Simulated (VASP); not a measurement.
Consider the following.

```xyz
2
Lattice="0.0000 3.2819 3.2819 3.2819 0.0000 3.2819 3.2819 3.2819 0.0000" Properties=species:S:1:pos:R:3 pbc="T T T"
Te     3.2819     3.2819     3.2819
Pb     0.0000     0.0000     0.0000
```

Calculation: PBE GGA, VASP's PBE PAW potentials (set 64) (plane waves; VASP). Run with 400 eV cut-off, 12×12×12 Γ-centred mesh, Gaussian smearing of 0.010 eV, potentials Te Pb_d.

Q: Give the electronic dielectric tensor ε∞ (DFPT, local fields included).

A: 
```
26.4  0.00  0.00
0.00  26.4  0.00
0.00  0.00  26.4
```

Q: Give the Born effective charges.

A: 
| atom | Z*xx | Z*yy | Z*zz | mean |
|---|---|---|---|---|
| Te1 | -5.72 | -5.72 | -5.72 | -5.72 |
| Pb2 | 5.72 | 5.72 | 5.72 | 5.72 |

Q: And the static tensor with the ions free?

A: 
```
 397  0.00  0.00
0.00   397  0.00
0.00  0.00   397
```

Q: Which frequencies do the optical Γ-point modes have (no LO-TO splitting)?

A: 28 (×3) cm⁻¹.

The compound is PbTe in the rock salt structure. It was relaxed first.
